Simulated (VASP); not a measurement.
## WS2 (Tungstenite): input slips in a band-gap run and what they do

Aim: see how common mistakes in a band-structure run show up, on WS2 (Tungstenite). The starting structure is a measured crystal structure from the Crystallography Open Database. Cell and atoms stay as given unless a step says otherwise.

Program: VASP 6.6.1. Level of theory: Kohn-Sham DFT with plane waves and PAW; LDA. Results are calculated unless marked as measured.

## 1. The structure

It takes space group P6_3/mmc (No. 194, hexagonal). The conventional cell has a = 3.153 Å, b = 3.153 Å, c = 12.323 Å, α = 90.00°, β = 90.00°, γ = 120.00°. W has 6 S at 2.40 Å nearest. Nearest to S lie 3 W at 2.40 Å. Farther neighbours and most contacts between anions are not listed.

## 2. Reference bands

Contents of INCAR:

```
SYSTEM = WS2
PREC = Accurate
ENCUT = 350
EDIFF = 1E-06
NELM = 100
ISMEAR = 0
SIGMA = 0.03
LREAL = .FALSE.
ALGO = Normal
GGA = CA
NBANDS = 34
LORBIT = 11
LWAVE = .FALSE.
LCHARG = .FALSE.
KPAR = 4
```

Contents of POSCAR:

```
WS2
1.0
    3.1532000000      0.0000000000      0.0000000000
   -1.5766000000      2.7307513032      0.0000000000
    0.0000000000      0.0000000000     12.3230000000
W S
2 4
Direct
    0.6666666667      0.3333333333      0.7500000000
    0.3333333333      0.6666666667      0.2500000000
    0.6666666667      0.3333333333      0.3775000000
    0.3333333333      0.6666666667      0.8775000000
    0.6666666667      0.3333333333      0.1225000000
    0.3333333333      0.6666666667      0.6225000000
```

Contents of KPOINTS:

```
Automatic mesh
0
Gamma
8 8 2
0 0 0
```

Contents of KPOINTS_OPT:

```
Line mode
8
Line-mode
Reciprocal
  0.00000000   0.00000000   0.00000000 GAMMA
  0.50000000   0.00000000   0.00000000 M

  0.50000000   0.00000000   0.00000000 M
  0.33333333   0.33333333   0.00000000 K

  0.33333333   0.33333333   0.00000000 K
  0.00000000   0.00000000   0.00000000 GAMMA

  0.00000000   0.00000000   0.00000000 GAMMA
  0.00000000   0.00000000   0.50000000 A

  0.00000000   0.00000000   0.50000000 A
  0.50000000   0.00000000   0.50000000 L

  0.50000000   0.00000000   0.50000000 L
  0.33333333   0.33333333   0.50000000 H

  0.33333333   0.33333333   0.50000000 H
  0.00000000   0.00000000   0.50000000 A

  0.50000000   0.00000000   0.50000000 L
  0.50000000   0.00000000   0.00000000 M

  0.33333333   0.33333333   0.00000000 K
  0.33333333   0.33333333   0.50000000 H
```

PAW data sets: W and S (LDA family, release 64).

On the command line:

```bash
$ mpirun -np 4 vasp_std
```

The program printed:

```text
[banner, memory and clock lines left out]
running    4 mpi-ranks, on    1 nodes
 distrk:  each k-point on    1 cores,    4 groups
 distr:  one band on    1 cores,    1 groups

 POSCAR found type information on POSCAR W S
 POSCAR found :  2 types and       6 ions
 LDA part: xc-table for (Slater(with rela. corr.)+CA(PZ))
 , standard interpolation
 POSCAR, INCAR and KPOINTS ok, starting setup
 FFT: planning ... GRIDC
 FFT: planning ... GRID_SOFT
 FFT: planning ... GRID
 WAVECAR not read
 entering main loop
       N       E                     dE             d eps       ncg     rms          rms(c)
DAV:   1     0.110034847475E+03    0.11003E+03   -0.12287E+04  1360   0.680E+02
DAV:   2    -0.466892863764E+02   -0.15672E+03   -0.14906E+03  1710   0.176E+02
DAV:   3    -0.553439106819E+02   -0.86546E+01   -0.85483E+01  1758   0.409E+01
DAV:   4    -0.554492889385E+02   -0.10538E+00   -0.10529E+00  1726   0.498E+00
DAV:   5    -0.554510995018E+02   -0.18106E-02   -0.18102E-02  1718   0.630E-01    0.403E+01
DAV:   6    -0.531030920534E+02    0.23480E+01   -0.44511E+00  1836   0.109E+01    0.168E+01
DAV:   7    -0.528175609884E+02    0.28553E+00   -0.17203E+00  1620   0.768E+00    0.907E+00
DAV:   8    -0.526509448665E+02    0.16662E+00   -0.30614E-01  1766   0.328E+00    0.125E+00
DAV:   9    -0.526490422234E+02    0.19026E-02   -0.50318E-02  1598   0.108E+00    0.634E-01
DAV:  10    -0.526468764930E+02    0.21657E-02   -0.11400E-02  1720   0.456E-01    0.302E-01
DAV:  11    -0.526466634535E+02    0.21304E-03   -0.97229E-04  1664   0.154E-01    0.190E-01
DAV:  12    -0.526466077145E+02    0.55739E-04   -0.11284E-04  1740   0.556E-02    0.756E-02
DAV:  13    -0.526466060019E+02    0.17126E-05   -0.20755E-05  1566   0.188E-02    0.183E-02
DAV:  14    -0.526466049625E+02    0.10394E-05   -0.20565E-06  1296   0.764E-03    0.113E-02
DAV:  15    -0.526466049045E+02    0.57926E-07   -0.78608E-07   822   0.405E-03
   1 F= -.52646605E+02 E0= -.52646605E+02  d E =-.108437E-22
 Start KPOINTS_OPT (optional k-point list driver)
k-point batch [1-20\72]
       N       E                     dE             ncg
DAV:   1     0.343931455670E+04   -0.14723E+05     1360
DAV:   2     0.350010103181E+03   -0.30893E+04     1698
DAV:   3     0.175634200993E+03   -0.17438E+03     1688
DAV:   4     0.173559559103E+03   -0.20746E+01     1734
DAV:   5     0.173526383535E+03   -0.33176E-01     1724
DAV:   6     0.173525614813E+03   -0.76872E-03     1814
DAV:   7     0.173525595700E+03   -0.19113E-04     1706
DAV:   8     0.173525595217E+03   -0.48326E-06     1246
[...]
k-point batch [61-72\72]
       N       E                     dE             ncg
DAV:   1     0.729606885204E+04   -0.12626E+05      816
DAV:   2     0.549546822922E+04   -0.18006E+04      966
DAV:   3     0.539428208756E+04   -0.10119E+03     1046
DAV:   4     0.539312502146E+04   -0.11571E+01      992
DAV:   5     0.539310723719E+04   -0.17784E-01     1076
DAV:   6     0.539310686713E+04   -0.37006E-03      990
DAV:   7     0.539310685817E+04   -0.89574E-05     1082
DAV:   8     0.539310685796E+04   -0.21736E-06      660
```

It took 12 s on 4 MPI ranks of AMD EPYC 9R45, shared host; peak memory 0.67 GiB; 46 s of CPU time.

Lines that name or quote the potential files are left out of all logs, and their timing lines are given in words.

OUTCAR, selected parts (step 2):

```text
ion  position               nearest neighbor table
   1  0.667  0.333  0.750-   4 2.40   6 2.40   4 2.40   6 2.40   4 2.40   6 2.40
   2  0.333  0.667  0.250-   3 2.40   5 2.40   3 2.40   5 2.40   3 2.40   5 2.40
   3  0.667  0.333  0.377-   2 2.40   2 2.40   2 2.40
   4  0.333  0.667  0.877-   1 2.40   1 2.40   1 2.40
   5  0.667  0.333  0.123-   2 2.40   2 2.40   2 2.40
   6  0.333  0.667  0.623-   1 2.40   1 2.40   1 2.40

  LATTYP: Found a hexagonal cell.
 ALAT       =     3.1532000000
 C/A-ratio  =     3.9080933655

 Subroutine GETGRP returns: Found 24 space group operations
 (whereof 12 operations were pure point group operations)

The static configuration has the point symmetry D_3d.
 The point group associated with its full space group is D_6h.

 Found     20 irreducible k-points:

   k-points           NKPTS =     20   k-points in BZ     NKDIM =     20   number of bands    NBANDS=     34

   dimension x,y,z NGX =    20 NGY =   20 NGZ =   80
   dimension x,y,z NGXF=    40 NGYF=   40 NGZF=  160

   ENCUT  =  350.0 eV  25.72 Ry    5.07 a.u.   4.81  4.81 18.80*2*pi/ulx,y,z

   NELECT =      36.0000    total number of electrons

 k-points in reciprocal lattice and weights: Automatic mesh
   0.00000000  0.00000000  0.00000000       0.008
   0.12500000 -0.00000000  0.00000000       0.047
   0.25000000 -0.00000000  0.00000000       0.047
   0.37500000 -0.00000000  0.00000000       0.047
   0.50000000 -0.00000000  0.00000000       0.023
   0.12500000  0.12500000  0.00000000       0.047
   0.25000000  0.12500000  0.00000000       0.094
   0.37500000  0.12500000  0.00000000       0.094
   0.25000000  0.25000000  0.00000000       0.047
[...]
0.25000000  0.25000000  0.50000000       0.047
   0.37500000  0.25000000  0.50000000       0.047

 average (electrostatic) potential at core
       1 -40.2901       2 -40.2901       3 -86.1791       4 -86.1791       5 -86.1791
       6 -86.1791

 E-fermi :   6.4785

 k-point     1 :       0.0000    0.0000    0.0000
  band No.  band energies     occupation
    ...
     14       4.1143      2.00000
     15       4.1143      2.00000
     16       4.8481      2.00000
     17       5.0054      2.00000
     18       6.2797      2.00000
     19       8.5958      0.00000
     20       8.5958      0.00000
     21       8.6086      0.00000
     22       8.6086      0.00000
     23       8.6622      0.00000
    ...

 k-point     2 :       0.1250   -0.0000    0.0000
  band No.  band energies     occupation
    ...
     14       3.7329      2.00000
     15       4.0898      2.00000
     16       5.0163      2.00000
     17       5.0271      2.00000
     18       5.7844      2.00000
     19       8.1322      0.00000
     20       8.4111      0.00000
     21       8.4195      0.00000
     22       8.5474      0.00000
     23       8.5800      0.00000
    ...

 k-point     3 :       0.2500   -0.0000    0.0000
  band No.  band energies     occupation
    ...
     14       3.6982      2.00000
     15       3.7504      2.00000
     16       4.4689      2.00000
     17       4.6383      2.00000
     18       4.7867      2.00000
     19       7.5787      0.00000
     20       8.1169      0.00000
     21       8.3490      0.00000
     22       8.5617      0.00000
     23       8.6431      0.00000
    ...

  Total       -2.8382088     -2.8382088     -2.8042940      0.0000000      0.0000000      0.0000000
  in kB      -42.8553265    -42.8553265    -42.3432325      0.0000000      0.0000000      0.0000000
  external PRESSURE =     -42.6846285 kB  Pullay stress =       0.0000000 kB

  energy-cutoff  :      350.00
  volume of cell :      106.11
      direct lattice vectors                 reciprocal lattice vectors
     3.153200000  0.000000000  0.000000000     0.317138145  0.183099794  0.000000000
    -1.576600000  2.730751303  0.000000000     0.000000000  0.366199587  0.000000000
     0.000000000  0.000000000 12.323000000     0.000000000  0.000000000  0.081149071

 POSITION                                       TOTAL-FORCE (eV/Angst)
 -----------------------------------------------------------------------------------
      1.57660      0.91025      9.24225        -0.000000      0.000000      0.000000
     -0.00000      1.82050      3.08075        -0.000000     -0.000000      0.000000
      1.57660      0.91025      4.65193         0.000000     -0.000000     -0.367217
     -0.00000      1.82050     10.81343        -0.000000      0.000000     -0.367217
      1.57660      0.91025      1.50957         0.000000     -0.000000      0.367217
     -0.00000      1.82050      7.67107        -0.000000      0.000000      0.367217
 -----------------------------------------------------------------------------------
    total drift:                               -0.000000      0.000000     -0.000000

  FREE ENERGIE OF THE ION-ELECTRON SYSTEM (eV)
  ---------------------------------------------------
  free  energy   TOTEN  =       -52.6466049045 eV

  energy  without entropy=      -52.6466049045  energy(sigma->0) =      -52.64660490

 total charge
# of ion       s       p       d       tot
------------------------------------------
    1        0.567   0.713   4.308   5.588
    2        0.567   0.713   4.308   5.588
    3        1.358   2.347   0.000   3.705
    4        1.358   2.347   0.000   3.705
    5        1.358   2.347   0.000   3.705
    6        1.358   2.347   0.000   3.705
--------------------------------------------------
tot          6.568  10.813   8.616  25.997

[... 3 further parts left out ...]
```

Spin-orbit coupling is off here; with elements this heavy it can split and shift levels by tenths of an eV. At this level the cell is under a tension of 4.3 GPa, so at these settings it is away from equilibrium. The data set W keeps the semicore shell frozen, which is cheaper and a little less accurate.

The reference gap is 0.938 eV.

## 3. Bands with a hybrid's name typed into the meta-GGA tag

A slip made on purpose: a hybrid's name typed into the meta-GGA tag. Against step 2 the input has METAGGA = HSE06 and no GGA (also changed: NELM).

Contents of INCAR:

```
SYSTEM = WS2
PREC = Accurate
ENCUT = 350
EDIFF = 1E-06
NELM = 60
ISMEAR = 0
SIGMA = 0.03
LREAL = .FALSE.
ALGO = Normal
NBANDS = 34
LORBIT = 11
LWAVE = .FALSE.
LCHARG = .FALSE.
KPAR = 4
METAGGA = HSE06
```

POSCAR is that of step 2.

KPOINTS is that of step 2.

KPOINTS_OPT is that of step 2.

On the command line:

```bash
$ mpirun -np 4 vasp_std
```

The program printed:

```text
[banner, memory and clock lines left out]
running    4 mpi-ranks, on    1 nodes
[...]
|                                                                             |
|     EEEEEEE  RRRRRR   RRRRRR   OOOOOOO  RRRRRR      ###     ###     ###     |
|     E        R     R  R     R  O     O  R     R     ###     ###     ###     |
|     E        R     R  R     R  O     O  R     R     ###     ###     ###     |
|     EEEEE    RRRRRR   RRRRRR   O     O  RRRRRR       #       #       #      |
|     E        R   R    R   R    O     O  R   R                               |
|     E        R    R   R    R   O     O  R    R      ###     ###     ###     |
|     EEEEEEE  R     R  R     R  OOOOOOO  R     R     ###     ###     ###     |
|                                                                             |
|     Error: One of the selected functionals does not exist.                  |
|                                                                             |
|       ---->  I REFUSE TO CONTINUE WITH THIS SICK JOB ... BYE!!! <----       |
|                                                                             |

1
1
1
1
```

It took 3.4 s on 4 MPI ranks.

VASP stopped with this message: “Error: One of the selected functionals does not exist”.

## 4. Bands with no empty bands

A slip made on purpose: no empty bands. Against step 2 the input has NBANDS = 18 and no band path (also changed: NELM).

INCAR, as its differences from that of step 3:

```diff
@@ -9,3 +9,4 @@
 ALGO = Normal
-NBANDS = 34
+GGA = CA
+NBANDS = 18
 LORBIT = 11
@@ -14,2 +15 @@
 KPAR = 4
-METAGGA = HSE06
```

POSCAR is that of step 3.

KPOINTS is that of step 3.

On the command line:

```bash
$ mpirun -np 4 vasp_std
```

The program printed:

```text
[... set-up lines as in an earlier step ...]
 entering main loop
       N       E                     dE             d eps       ncg     rms          rms(c)
DAV:   1     0.176195261624E+03    0.17620E+03   -0.13265E+04   720   0.129E+03
DAV:   2    -0.346968818039E+02   -0.21089E+03   -0.21089E+03  1022   0.280E+02
DAV:   3    -0.543704673986E+02   -0.19674E+02   -0.19674E+02   944   0.813E+01
DAV:   4    -0.553977715631E+02   -0.10273E+01   -0.10273E+01   852   0.166E+01
[...]
DAV:  13    -0.526466072356E+02   -0.36968E-05   -0.89745E-05  1000   0.625E-02    0.280E-02
DAV:  14    -0.526466054753E+02    0.17603E-05   -0.94968E-06   860   0.153E-02    0.930E-03
DAV:  15    -0.526466048738E+02    0.60146E-06   -0.25268E-06   418   0.957E-03
 -----------------------------------------------------------------------------
|                                                                             |
|           W    W    AA    RRRRR   N    N  II  N    N   GGGG   !!!           |
|           W    W   A  A   R    R  NN   N  II  NN   N  G    G  !!!           |
|           W    W  A    A  R    R  N N  N  II  N N  N  G       !!!           |
|           W WW W  AAAAAA  RRRRR   N  N N  II  N  N N  G  GGG   !            |
|           WW  WW  A    A  R   R   N   NN  II  N   NN  G    G                |
|           W    W  A    A  R    R  N    N  II  N    N   GGGG   !!!           |
|                                                                             |
|     Your highest band is occupied at some k-points! Unless you are          |
|     performing a calculation for an insulator or semiconductor, without     |
|     unoccupied bands, you have included TOO FEW BANDS!! Please increase     |
|     the parameter NBANDS in file INCAR to ensure that the highest band      |
|     is unoccupied at all k-points. It is always recommended to include      |
|     a few unoccupied bands to accelerate the convergence of                 |
|     molecular-dynamics runs (even for insulators or semiconductors),        |
|     since the presence of unoccupied bands improves wavefunction            |
|     prediction and helps to suppress 'band-crossings'.                      |
|                                                                             |
 -----------------------------------------------------------------------------

   1 F= -.52646605E+02 E0= -.52646605E+02  d E =-.541274E-15
```

Run time: 3.2 s. Hardware: 4 MPI ranks; peak memory 0.53 GiB; 11 s of CPU time.

From OUTCAR (step 4):

```text
  Total       -2.8413317     -2.8413317     -2.7992164     -0.0000000      0.0000000      0.0000000
  in kB      -42.9024811    -42.9024811    -42.2665644     -0.0000000      0.0000000      0.0000000
  external PRESSURE =     -42.6905088 kB  Pullay stress =       0.0000000 kB

 POSITION                                       TOTAL-FORCE (eV/Angst)
 -----------------------------------------------------------------------------------
      1.57660      0.91025      9.24225        -0.000000     -0.000000      0.000000
     -0.00000      1.82050      3.08075        -0.000000      0.000000      0.000000
      1.57660      0.91025      4.65193        -0.000000      0.000000     -0.368122
     -0.00000      1.82050     10.81343         0.000000      0.000000     -0.368122
      1.57660      0.91025      1.50957        -0.000000     -0.000000      0.368122
     -0.00000      1.82050      7.67107         0.000000     -0.000000      0.368122
 -----------------------------------------------------------------------------------
    total drift:                               -0.000000      0.000000     -0.000000

  FREE ENERGIE OF THE ION-ELECTRON SYSTEM (eV)
  ---------------------------------------------------
  free  energy   TOTEN  =       -52.6466048738 eV

  energy  without entropy=      -52.6466048738  energy(sigma->0) =      -52.64660487

[... 1 part as in an earlier step ...]

[... 2 further parts left out ...]
[key lines of the parts left out:]
E-fermi :   6.4332
```

The run converges, yet it holds no empty band, so no gap can be read from it.

(Continued in part 2 of 2.)

[Lines on the potential files, build, host, timing and source positions are cut from VASP's logs without a mark.]

[Logs are printed without paths, hosts, clocks, repeated set-up lines and the standing remarks that a program may print on its own settings, such as how far it seeks lower states.]

[Hosts, paths, dates, database ids (printed as entryN), source tags and the programs' standing remarks are cut or masked in the printed files.]
